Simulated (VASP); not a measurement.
Here is a VASP 6.6.1 calculation.

INCAR

```
SYSTEM = Sn2GeO3
  PREC = Accurate
  ENCUT = 520
  EDIFF = 1E-6
  ISMEAR = 0
  SIGMA = 0.03
  LREAL = .FALSE.
  LASPH = .TRUE.
  NELM = 120
  ALGO = Normal
  ISIF = 3
  LWAVE = .FALSE.
  LCHARG = .FALSE.
  GGA = PE
  IBRION = 2
  NSW = 90
  EDIFFG = -0.01
  KPAR = 8
```

KPOINTS

```
regular mesh
0
G
  6 4 6
  0 0 0
```

The input POSCAR:

```
Sn2GeO3
1.0
    4.1758238600      0.0000000000      0.0000000000
    0.0000000000     10.3974130500      0.0000000000
   -0.0585467800      0.0000000000      4.9652016100
Sn Ge O
4 2 6
Direct
    0.7584077900      0.0817674000      0.7611483700
    0.7584077900      0.4182326000      0.7611483700
    0.2415922100      0.9182326000      0.2388516300
    0.2415922100      0.5817674000      0.2388516300
    0.6858195900      0.7500000000      0.8028101000
    0.3141804100      0.2500000000      0.1971899000
    0.7508609400      0.9099730200      0.0283030200
    0.7508609400      0.5900269800      0.0283030200
    0.7306679300      0.2500000000      0.0263454000
    0.2491390600      0.0900269800      0.9716969800
    0.2491390600      0.4099730200      0.9716969800
    0.2693320700      0.7500000000      0.9736546000
```

Potentials or basis: VASP PAW PBE potentials, release 64 (Sn_d, Ge_d, O).

Launch:

```sh
$ cat potpaw_PBE.64/Sn_d/POTCAR potpaw_PBE.64/Ge_d/POTCAR potpaw_PBE.64/O/POTCAR > POTCAR
$ mpirun -np 8 vasp_std > vasp.out
```

Problem. Estimate the relaxed cell.

Solution. a = 4.217 Å, b = 10.304 Å, c = 5.008 Å, α = 90.00°, β = 90.85°, γ = 90.00°.

Problem. Predict the relaxed volume.

Solution. 18.13 Å³/atom.

Problem. Estimate the band gap on the k mesh.

Solution. 0.85 eV, indirect (least direct gap 2.30 eV).

Forces on the atoms (eV/Å):
```
Sn   0.002 -0.005 -0.004
Sn   0.002  0.005 -0.004
Sn  -0.002  0.005  0.004
Sn  -0.002 -0.005  0.004
Ge  -0.003  0.000  0.001
Ge   0.003  0.000 -0.001
O   -0.002  0.000 -0.001
O   -0.002  0.000 -0.001
O    0.005  0.000 -0.005
O    0.002  0.000  0.001
O    0.002  0.000  0.001
O   -0.005  0.000  0.005
```

Caveat: spin-orbit coupling is left out, which moves the levels of the heavy elements. Expect the measured gap to be larger: semilocal functionals such as PBE lack the derivative discontinuity.
